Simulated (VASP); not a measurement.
A VASP calculation is set up with these files.

INCAR:
```
# general
SYSTEM  = CdS
PREC    = Accurate
ENCUT   = 400
LREAL   = F
LASPH   = T

# electronic loop
EDIFF   = 1E-7
NELM    = 100
ALGO    = Normal
LMAXMIX = 4

# smearing
ISMEAR  = -5

# functional
GGA     = PS

# ions
ISIF    = 2

# output
LWAVE   = F
LCHARG  = T
LORBIT  = 11
NEDOS   = 601
```

File POSCAR:
```
CdS
1
   -0.0000000000     2.9132300778     2.9132300778
    2.9132300778    -0.0000000000     2.9132300778
    2.9132300778     2.9132300778     0.0000000000
Cd S
1 1
Direct
  0.0000000000   0.0000000000   0.0000000000
  0.2500000000   0.2500000000   0.2500000000
```

**KPOINTS**
```
Regular mesh
0
Gamma
  9 9 9
0 0 0
```

POTCAR, in this order: Cd S (PBE.64 set). Program: vasp_std.

### Question
Write an equivalent input for Ansatz.

### Answer
One equivalent input (not run):
Ansatz 0.2 input:
```yaml
crystal:
  lattice:
    - [0.0000000, 2.9132301, 2.9132301]
    - [2.9132301, 0.0000000, 2.9132301]
    - [2.9132301, 2.9132301, 0.0000000]
  atoms:
    - { symbol: Cd, position: [0.0000000, 0.0000000, 0.0000000] }
    - { symbol: S, position: [0.2500000, 0.2500000, 0.2500000] }
kpoints:
  mp_grid: { grid: [9, 9, 9] }
hamiltonian:
  xc: pbesol
  pseudopotentials: { kind: paw }
scf:
  occupations: { method: tetrahedron }
  max_iter: 100
output: { forces: true, stress: true, eigenvalues: true }
```
The two are equivalent in intent, not identical: each code has its own PAW files, so the cut-off isn't converted (ENCUT is set for VASP's; basis.ecutwfc is left out, and Ansatz then takes the one that its files recommend); Ansatz stops its SCF on the density residual and VASP on the energy change (EDIFF).

The compound is CdS in the zinc blende structure, a metastable form; wurtzite is the usual one. It was relaxed first.
